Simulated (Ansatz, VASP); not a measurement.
**Cross-check of Sb (Antimony) between VASP and Ansatz**

Wanted: the spread between two codes on one cell, functional and k mesh. The cell is taken from a series of runs on this material, whose earlier steps may have relaxed, scaled, displaced or heated it; both programs get it as it stands.

Program: Ansatz 0.2.0. Level of theory: plane waves, with VASP 6.6.1 beside it; zone-centre phonons at PBE with D3(BJ). Results are calculated unless marked as measured.

**1. The starting structure**

Symmetry: R-3m, No. 166, trigonal system. Conventional cell: a = 4.317 Å, b = 4.317 Å, c = 11.018 Å, α = 90.00°, β = 90.00°, γ = 120.00°. Sb has 6 Sb at 2.94 to 3.27 Å nearest.

**2. Ansatz: zone-centre phonons, PBE with D3(BJ)**

Ansatz runs on its default PAW (the set named soft_2) files.

Second derivatives magnify differences that forces hide, and they need a tight electronic threshold.

input.yaml reads:

```yaml
crystal:
  lattice:
    - [2.1583747855, 1.2461382634, 3.6727505142]
    - [-2.1583747855, 1.2461382634, 3.6727505142]
    - [0.0, -2.4922765268, 3.6727505142]
  atoms:
    - { symbol: Sb, position: [0.2371686732, 0.2371686732, 0.2371686732] }
    - { symbol: Sb, position: [0.7628313268, 0.7628313268, 0.7628313268] }
kpoints:
  mp_grid: { grid: [12, 12, 12] }
hamiltonian:
  xc: pbe
  dispersion: d3bj
scf:
  occupations: { method: fermi_dirac, width: 0.15 }
output:
  eigenvalues: true
phonons:
  method: dfpt
```

On the command line:

```bash
ansatz run input.yaml --threads 8 --pin off --max-ram 14336MiB --backend cpu --events-out ev --progress --plain --runs-dir out
```

Numbers of over 12 decimals in the logs are rounded to 6 here.

What it wrote:

```text
Engine: ansatz 0.2.0, aarch64-unknown-linux-gnu
Pseudopotentials: kind: paw
Pseudopotential: Sb, paw, valence charge 15, recommended cutoff 420 eV (normal), Sb.paw.azcp
Functional definition: PBE
  parameter kappa = 0.804
  parameter beta = 0.066725
  exchange = pbe_x(kappa = kappa, mu = beta*pi^2/3)
  correlation = pbe_c(beta = beta)
Crystal: 2 atoms, lattice volume = 59.270 Å³
Basis set: ecut = 420 eV, 1183 PW (Γ), exchange–correlation on 60×60×60 points (8 copies of the dense FFT grid, shifted against one another)
Bands: 19, of which v1, the nominal top of the filled ones, is band 15 counted from 1 (14 counted from 0)
Symmetry: 12 space group operations
k-points: 476 of 1728 (irreducible under 2 space group operations, time reversal used)
Non-local potential: Sb, projectors of the file, l = 0: 2, l = 1: 2, l = 2: 2, l = 3: 2
PAW form: soft (Blöchl's): semilocal exchange-correlation on the pseudo side does not see the compensation charge
PAW one-centre angular grid: Sb, 590 points (default); XC on 64 Gauss nodes
Initial density: superposition of atomic densities (neutral atoms: chi_scale 0, normalization atom), corrected by the library's trained network
Initial wavefunctions: pseudopotential atomic-orbital guess
Functional: x = pbe(κ = 0.804, μ = 0.219515), c = pbe(β = 0.066725)
SCF iter   1: F=—  HF=-12969.921327 eV  |F-HF|=—  |Δ(HF+E_count)|=         —  Δρ=1.69e-3  dr2=1.87e-3  ethr=1.77e-3  ⟨swp⟩=5.8  Hψ=44839  notcnv=0
preconditioner: auto → Kerker (q_TF=auto, 2.436 Å⁻¹)  [metal: Δε(μ)=0.058 eV  Ē_g=8.712 eV  σ=0.150 eV  W_gap=0.10  n_scr=14 (ndim 8)  ℏωp=15.3 eV  f_vac=0.001  D(μ)=0.47/eV (n_scr^D=0)]
SCF iter   2: F=—  HF=-12969.919981 eV  |F-HF|=—  |Δ(HF+E_count)|=   1.35e-3  Δρ=9.31e-4  dr2=4.63e-4  ethr=6.22e-6  ⟨swp⟩=2.6  Hψ=20939  notcnv=0
SCF iter   3: F=—  HF=-12969.920009 eV  |F-HF|=—  |Δ(HF+E_count)|=   2.88e-5  Δρ=3.32e-4  dr2=5.23e-5  ethr=1.54e-6  ⟨swp⟩=2.4  Hψ=15293  notcnv=0
SCF iter   4: F=—  HF=-12969.920016 eV  |F-HF|=—  |Δ(HF+E_count)|=   6.20e-6  Δρ=1.26e-4  dr2=7.70e-6  ethr=1.74e-7  ⟨swp⟩=3.0  Hψ=16462  notcnv=0
SCF iter   5: F=—  HF=-12969.920016 eV  |F-HF|=—  |Δ(HF+E_count)|=   3.24e-7  Δρ=2.28e-5  dr2=5.20e-7  ethr=2.57e-8  ⟨swp⟩=2.0  Hψ=16196  notcnv=0
SCF iter   6: F=—  HF=-12969.920016 eV  |F-HF|=—  |Δ(HF+E_count)|=   2.55e-7  Δρ=8.55e-6  dr2=5.53e-8  ethr=1.73e-9  ⟨swp⟩=2.0  Hψ=11454  notcnv=0
SCF iter   7: F=—  HF=-12969.920016 eV  |F-HF|=—  |Δ(HF+E_count)|=   2.51e-8  Δρ=2.02e-6  dr2=3.17e-9  ethr=1.84e-10  ⟨swp⟩=2.6  Hψ=15312  notcnv=0
SCF iter   8: F=—  HF=-12969.920016 eV  |F-HF|=—  |Δ(HF+E_count)|=   1.62e-9  Δρ=6.04e-7  dr2=3.25e-10  ethr=1.06e-11  ⟨swp⟩=2.4  Hψ=13328  notcnv=0
SCF iter   9: F=—  HF=-12969.920016 eV  |F-HF|=—  |Δ(HF+E_count)|=  9.09e-11  Δρ=2.04e-7  dr2=3.89e-11  ethr=1.08e-12  ⟨swp⟩=2.7  Hψ=16264  notcnv=0
SCF iter  10: F=-12969.920016 eV  HF=-12969.920016 eV  |F-HF|=1.82e-12  |Δ(HF+E_count)|=  1.64e-11  Δρ=5.25e-8  dr2=2.40e-12  ethr=1.00e-12  ⟨swp⟩=6.0  Hψ=36727  notcnv=0
SCF 1 converged in 10 iterations: F = -12969.920016 eV  dr2 = 2.40e-12
  greatest PAW one-centre occupation: 0.996 electrons in one spin orbital (limit 2), on the Sb atom at site 1 (counted from 0), in its partial waves of l = 2
DFPT response loops at Γ: preconditioner auto → Kerker (q_TF=auto, 2.436 Å⁻¹) (partly filled bands, converged f_vac=0.001); β = 1.00, the filter's whole step (`scf.mixing.beta` (0.50) is not read by the response loops under this deck's `scf.mixing.preconditioner`; to damp them name `kerker` or `kerker_dos`, under which they read `scf.mixing.beta`, and type it under 1.00, their step now; both keys bind the ground state too); Broyden in place of MSR1
SCF converged after 10 iterations
Free energy (F): -12969.920016 eV
Harris-Foulkes:  -12969.920016 eV  (|F-HF|=1.82e-12)
Internal energy: -12969.880383 eV  (E = F + TS)
E sigma→0 (E₀):  -12969.900200 eV
Entropy (-TS):   -0.039633 eV (-19.817 meV/atom)
Fermi energy:    10.236328 eV
--- Per-component energies (eV) ---
  E_band       = -330.812677
  E_kinetic    = 414.253884
  E_local      = -3149.796843  (includes V_loc(G=0)·N_el)
  E_nonlocal   = 724.412636
  E_hartree    = 1430.898693
  E_xc         = -277.119957
  E_vxc        = -192.814977  (∫ρ·V_xc dr)
  E_paw        = -9150.610382  (= ΣΔE_a)
  E_vpaw       = -988.664763  (= ΣTr[D̂ρ^β])
  E_aug_tail   = -0.000003  (compensation charges beyond the density's cutoff)
  E_ewald      = -2960.954167
  E_disp       = -0.964244  (pairwise vdW)
  E_smearing   = -0.039633  (= −TS)
  E_closure    = 0.000000  (closes the sum)
  Σ components = -12969.920016   (vs F -12969.920016, Δ=0.00e0)
--- Band table (eV; the first three rows and the last of 476) ---
  k-point 0: bands = [... 11 lower, 5.6444, 8.3267, 8.5194, 8.5194, 12.7880, 13.1988, 13.1988, 15.3059]
  k-point 1: bands = [... 11 lower, 5.2601, 8.3561, 8.5136, 8.7062, 12.6707, 12.9520, 12.9666, 15.0282]
  k-point 2: bands = [... 11 lower, 4.3852, 8.3884, 8.5058, 9.0756, 12.2490, 12.3586, 12.4136, 14.9204]
  k-point 475: bands = [... 11 lower, 1.0794, 9.1220, 9.1220, 9.9698, 10.2355, 10.2355, 11.2160, 17.7827]
--- Phonons (Γ-DFPT): 2 representative perturbations + reference, on 476 of 1728 k-points (Σ response iterations 6) ---
  k mesh reduced under 2 symmetry operations, with k and −k counted as one. Each operation leaves every solved perturbation unchanged. A smaller set is not used because it would not reduce the number of displacements times k-points to solve
  ASR residual: 3.901e-5 → 0.000e0 eV/Å²; symmetrization residual: 2.675e-5 eV/Å²
  pairwise dispersion correction: d3bj (s6 = 1.0, s8 = 0.7875, a1 = 0.4289, a2_bohr = 4.4407), with the weights of each atom's references fixed at the reference crystal's, and the forces and stress that the weights' published response gives there kept as a pressure on the atom's counted neighbours (hamiltonian.dispersion)
  ASR residual per site (eV/Å²): 3.90e-5 3.90e-5
  Γ frequencies (cm⁻¹): 0.00 0.00 0.00 82.10 82.10 126.17
  non-analytic LO–TO correction: not included (Born effective charges unavailable; polar crystals: no LO–TO splitting at Γ)
```

**3. VASP: zone-centre phonons, PBE with D3(BJ)**

The same cell, functional, mesh and smearing now go to VASP, with its own data sets.

Lines of VASP's logs that name or quote its potential files are left out, and so is its time.

INCAR reads:

```
SYSTEM = Sb
PREC = Accurate
ENCUT = 500
EDIFF = 1E-08
NELM = 120
ISMEAR = -1
SIGMA = 0.15
LREAL = .FALSE.
ALGO = Normal
GGA = PE
IVDW = 12
NBANDS = 11
LORBIT = 11
LWAVE = .FALSE.
LCHARG = .FALSE.
ISIF = 2
IBRION = 6
NFREE = 2
POTIM = 0.015
NSW = 1
LASPH = .TRUE.
GGA_COMPAT = .FALSE.
KPAR = 2
```

POSCAR reads:

```
Sb
1.0
    2.1583747855      1.2461382634      3.6727505142
   -2.1583747855      1.2461382634      3.6727505142
    0.0000000000     -2.4922765268      3.6727505142
Sb
2
Direct
    0.2371686732      0.2371686732      0.2371686732
    0.7628313268      0.7628313268      0.7628313268
```

KPOINTS reads:

```
Automatic mesh
0
Gamma
12 12 12
0 0 0
```

Potentials, in the order of the species: Sb (PBE family, release 64).

On the command line:

```bash
mpirun -np 2 vasp_std
```

What it wrote:

```text
[banner, memory and clock lines left out]
running    2 mpi-ranks, on    1 nodes
 distrk:  each k-point on    1 cores,    2 groups
 distr:  one band on    1 cores,    1 groups

 POSCAR found type information on POSCAR Sb
 POSCAR found :  1 types and       2 ions
 LDA part: xc-table for (Slater+PW92), standard interpolation
 POSCAR, INCAR and KPOINTS ok, starting setup
 FFT: planning ... GRIDC
 FFT: planning ... GRID_SOFT
 FFT: planning ... GRID
 WAVECAR not read
 entering main loop
       N       E                     dE             d eps       ncg     rms          rms(c)
DAV:   1     0.344801134748E+02    0.34480E+02   -0.35165E+03  4158   0.693E+02
DAV:   2    -0.644002675860E+01   -0.40920E+02   -0.39642E+02  5674   0.111E+02
DAV:   3    -0.823730668556E+01   -0.17973E+01   -0.17779E+01  5114   0.262E+01
DAV:   4    -0.825341659826E+01   -0.16110E-01   -0.16100E-01  4707   0.291E+00
DAV:   5    -0.825359937520E+01   -0.18278E-03   -0.18278E-03  4836   0.350E-01    0.299E+00
DAV:   6    -0.825432756105E+01   -0.72819E-03   -0.19050E-03  4733   0.328E-01    0.180E+00
DAV:   7    -0.825501754946E+01   -0.68999E-03   -0.46705E-03  4509   0.504E-01    0.836E-02
DAV:   8    -0.825513662125E+01   -0.11907E-03   -0.13813E-04  4824   0.781E-02    0.216E-02
DAV:   9    -0.825515817542E+01   -0.21554E-04   -0.30563E-05  4506   0.362E-02    0.370E-03
DAV:  10    -0.825515915821E+01   -0.98279E-06   -0.26299E-06  4946   0.950E-03    0.122E-03
DAV:  11    -0.825515926661E+01   -0.10840E-06   -0.29393E-07  4587   0.360E-03    0.894E-04
DAV:  12    -0.825515953346E+01   -0.26685E-06   -0.32953E-08  4734   0.108E-03    0.210E-04
DAV:  13    -0.825515952198E+01    0.11477E-07   -0.47262E-09  3186   0.452E-04    0.107E-04
DAV:  14    -0.825515952687E+01   -0.48815E-08   -0.33529E-10  2355   0.139E-04
   1 F= -.92191340E+01 E0= -.91991828E+01  d E =-.399024E-01
[...]
2 F= -.92189524E+01 E0= -.91990051E+01  d E =-.398946E-01
[...]
3 F= -.92189524E+01 E0= -.91990051E+01  d E =-.398946E-01
[...]
4 F= -.92192455E+01 E0= -.91982769E+01  d E =-.419373E-01
 Finite differences progress:
  Degree of freedom:   2/  2
  Displacement:        1/  2
  Total:               3/  4
 bond charge predicted
       N       E                     dE             d eps       ncg     rms          rms(c)
DAV:   1    -0.825368595139E+01    0.16112E-02   -0.23879E-01  4227   0.273E+00    0.102E-01
DAV:   2    -0.825418629266E+01   -0.50034E-03   -0.56236E-03  4774   0.558E-01    0.387E-02
DAV:   3    -0.825418507962E+01    0.12130E-05   -0.84635E-05  4729   0.705E-02    0.171E-02
DAV:   4    -0.825418828941E+01   -0.32098E-05   -0.95214E-06  4767   0.186E-02    0.498E-03
DAV:   5    -0.825418852737E+01   -0.23796E-06   -0.76405E-07  4620   0.539E-03    0.687E-04
DAV:   6    -0.825418850388E+01    0.23483E-07   -0.50392E-08  4740   0.144E-03    0.412E-04
DAV:   7    -0.825418848222E+01    0.21666E-07   -0.86491E-09  2580   0.524E-04    0.135E-04
DAV:   8    -0.825418846952E+01    0.12700E-07   -0.17729E-09  2358   0.278E-04    0.438E-05
DAV:   9    -0.825418846826E+01    0.12589E-08   -0.21264E-10  2259   0.106E-04
   5 F= -.92181902E+01 E0= -.91991720E+01  d E =-.380365E-01
 Finite differences progress:
  Degree of freedom:   2/  2
  Displacement:        2/  2
  Total:               4/  4
```

From OUTCAR (step 3):

```text
ion  position               nearest neighbor table
   1  0.237  0.237  0.237-   2 2.94   2 2.94   2 2.94   2 3.27   2 3.27   2 3.27
   2  0.763  0.763  0.763-   1 2.94   1 2.94   1 2.94   1 3.27   1 3.27   1 3.27

  LATTYP: Found a trigonal (rhomboedric) cell.
 ALAT       =     4.4385288808
 COS(alpha) =     0.5270604725

 Subroutine GETGRP returns: Found 12 space group operations
 (whereof 12 operations were pure point group operations)

The static configuration has the point symmetry D_3d.

 Found    189 irreducible k-points:

   k-points           NKPTS =    189   k-points in BZ     NKDIM =    189   number of bands    NBANDS=     11

   dimension x,y,z NGX =    32 NGY =   32 NGZ =   32
   dimension x,y,z NGXF=    64 NGYF=   64 NGZF=   64

   ENCUT  =  500.0 eV  36.75 Ry    6.06 a.u.   8.09  8.09  8.09*2*pi/ulx,y,z

   NELECT =      10.0000    total number of electrons

 k-points in reciprocal lattice and weights: Automatic mesh
   0.00000000  0.00000000  0.00000000       0.001
   0.08333333  0.00000000  0.00000000       0.003
   0.16666667 -0.00000000  0.00000000       0.003
   0.25000000  0.00000000  0.00000000       0.003
   0.33333333 -0.00000000  0.00000000       0.003
   0.41666667  0.00000000  0.00000000       0.003
   0.50000000  0.00000000  0.00000000       0.002
   0.08333333  0.08333333 -0.00000000       0.003
   0.16666667  0.08333333  0.00000000       0.007
[...]
-0.41666667  0.50000000  0.41666667       0.003
   0.50000000  0.50000000  0.50000000       0.001

 Edisp (eV)   -0.96395

 average (electrostatic) potential at core
       1 -85.6615       2 -85.6615

 E-fermi :   7.3931

 k-point     1 :       0.0000    0.0000    0.0000
  band No.  band energies     occupation
      1      -5.2973      2.00000
      2       2.8161      2.00000
      3       5.4919      1.99999
      4       5.6477      1.99998
      5       5.6477      1.99998
      6       9.8548      0.00000
      7      10.3248      0.00000
      8      10.3248      0.00000
      9      12.4098      0.00000
     10      12.4098      0.00000
    ...

 k-point     2 :       0.0833    0.0000    0.0000
  band No.  band energies     occupation
      1      -5.2198      2.00000
      2       2.4257      2.00000
      3       5.5167      1.99999
      4       5.6401      1.99998
      5       5.8419      1.99994
      6       9.7545      0.00000
      7      10.0900      0.00000
      8      10.1005      0.00000
      9      12.1363      0.00000
     10      12.4436      0.00000
    ...

 k-point     3 :       0.1667   -0.0000    0.0000
  band No.  band energies     occupation
      1      -4.9883      2.00000
      2       1.5417      2.00000
      3       5.5420      1.99999
      4       5.6271      1.99998
      5       6.2186      1.99920
      6       9.3675      0.00000
      7       9.5158      0.00000
      8       9.5615      0.00000
      9      12.0184      0.00000
     10      12.5556      0.00000
    ...

 Edisp (eV)   -0.96400

  Total       0.08492     0.08492     0.09198     0.00000    -0.00000     0.00000
  in kB       2.29564     2.29564     2.48627     0.00000    -0.00000     0.00000
  external pressure =        2.36 kB  Pullay stress =        0.00 kB

  energy-cutoff  :      500.00
  volume of cell :       59.27
      direct lattice vectors                 reciprocal lattice vectors
     2.158374785  1.246138263  3.672750514     0.231655783  0.133746528  0.090758502
    -2.158374785  1.246138263  3.672750514    -0.231655783  0.133746528  0.090758502
     0.000000000 -2.492276527  3.672750514     0.000000000 -0.267493057  0.090758502

 POSITION                                       TOTAL-FORCE (eV/Angst)
 -----------------------------------------------------------------------------------
      0.00000      0.00000      2.59818         0.000000      0.000000      0.093326
      0.00000      0.00000      8.40507         0.000000      0.000000     -0.093326
 -----------------------------------------------------------------------------------
    total drift:                                0.000000      0.000000     -0.000000

  FREE ENERGIE OF THE ION-ELECTRON SYSTEM (eV)
  ---------------------------------------------------
  free  energy   TOTEN  =        -9.2181902417 eV

  energy  without entropy=       -9.1801537728  energy(sigma->0) =       -9.19917201

 Eigenvectors and eigenvalues of the dynamical matrix
 ----------------------------------------------------

   1 f  =    3.853644 THz    24.213158 2PiTHz  128.543721 cm-1    15.937383 meV
             X         Y         Z           dx          dy          dz
      0.000000  0.000000  2.613184     0.000000    0.000000    0.707107
      0.000000  0.000000  8.405067    -0.000000    0.000000   -0.707107

   2 f  =    2.548440 THz    16.012322 2PiTHz   85.006816 cm-1    10.539497 meV
             X         Y         Z           dx          dy          dz
      0.000000  0.000000  2.613184     0.707107    0.000004   -0.000000
      0.000000  0.000000  8.405067    -0.707107   -0.000004    0.000000

   3 f  =    2.548440 THz    16.012322 2PiTHz   85.006816 cm-1    10.539497 meV
             X         Y         Z           dx          dy          dz
      0.000000  0.000000  2.613184     0.000004   -0.707107    0.000000
      0.000000  0.000000  8.405067    -0.000004    0.707107    0.000000

   4 f  =    0.000000 THz     0.000000 2PiTHz    0.000001 cm-1     0.000000 meV
             X         Y         Z           dx          dy          dz
      0.000000  0.000000  2.613184    -0.110119    0.698480   -0.000000
      0.000000  0.000000  8.405067    -0.110119    0.698480    0.000000

   5 f  =    0.000000 THz     0.000000 2PiTHz    0.000000 cm-1     0.000000 meV
             X         Y         Z           dx          dy          dz
      0.000000  0.000000  2.613184     0.000000    0.000000    0.707107
      0.000000  0.000000  8.405067    -0.000000    0.000000    0.707107

   6 f/i=    0.000000 THz     0.000000 2PiTHz    0.000002 cm-1     0.000000 meV
             X         Y         Z           dx          dy          dz
      0.000000  0.000000  2.613184    -0.698480   -0.110119    0.000000
      0.000000  0.000000  8.405067    -0.698480   -0.110119    0.000000

 ELASTIC MODULI CONTR FROM IONIC RELAXATION (kBar)
 Direction    XX          YY          ZZ          XY          YZ          ZX
 --------------------------------------------------------------------------------
 XX        -147.1220    -87.6489   -158.3133     -0.0000     76.2629      0.0000
 YY         -87.6489   -147.1220   -158.3133      0.0000    -76.2629     -0.0000
 ZZ        -158.3133   -158.3133   -213.5112      0.0000     -0.0000     -0.0000
 XY          -0.0000      0.0000      0.0000    -29.7366      0.0000     76.2629
 YZ          76.2629    -76.2629     -0.0000      0.0000   -195.5850     -0.0000
 ZX           0.0000     -0.0000     -0.0000     76.2629     -0.0000   -195.5849
 --------------------------------------------------------------------------------

 total charge
# of ion       s       p       d       tot
------------------------------------------
    1        1.213   1.149   0.037   2.399
    2        1.213   1.149   0.037   2.399
--------------------------------------------------
tot          2.425   2.297   0.075   4.797

[... 3 further parts left out ...]
```

Levels, forces or a CONTCAR printed for this step are those of its last displaced cell, not of the structure at rest.

**4. Side by side**

Known differences besides the potentials themselves: the data sets hold 30 valence electrons in Ansatz (on its default PAW (the set named soft_2) files) and 10 in VASP; the cutoff is 420 eV in Ansatz and 500 eV in VASP; Ansatz takes the dispersion share of the force constants at frozen C6 weights, VASP differentiates the full forces; VASP uses finite displacements, Ansatz perturbation theory. Total energies have different zeros and are not compared.

Compared:

| quantity | Ansatz | VASP | difference |
| --- | --- | --- | --- |
| optical mode 1 to 2 (cm⁻¹) | 82.1 | 85.0 | -3.42 % |
| optical mode 3 (cm⁻¹) | 126.2 | 128.5 | -1.85 % |

Modes are paired by rising frequency, not by their patterns, so a pair may set unlike modes beside each other; they are those without the splitting of longitudinal modes.

**5. Summary of results**

| Item | Value |
| --- | --- |
| r.m.s. difference of the optical zone-centre modes, each program's sorted by frequency (zone-centre phonons, PBE with D3(BJ)) | 2.7 cm⁻¹ |
| difference in optical mode 1 to 2 (zone-centre phonons, PBE with D3(BJ)) | -3.4 % |

**Reading.** The r.m.s. difference of the optical zone-centre modes, each program's sorted by frequency is 2.7 cm⁻¹ (zone-centre phonons, PBE with D3(BJ)). The data sets hold unlike numbers of valence electrons (30 in Ansatz and 10 in VASP), so part of the differences comes from the potentials. Among the rows given in per cent, the largest difference of the zone-centre phonons, PBE with D3(BJ) pair is in optical mode 1 to 2, -3.4 %. How closely two codes agree says nothing of how well the functional describes the real material.

[Lines on the potential files, build, host, timing and source positions are cut from VASP's logs without a mark.]

[Logs are printed without paths, hosts, clocks, repeated set-up lines and the standing remarks that a program may print on its own settings, such as how far it seeks lower states.]

[Hosts, paths, dates, database ids (printed as entryN), source tags and the programs' standing remarks are cut or masked in the printed files.]
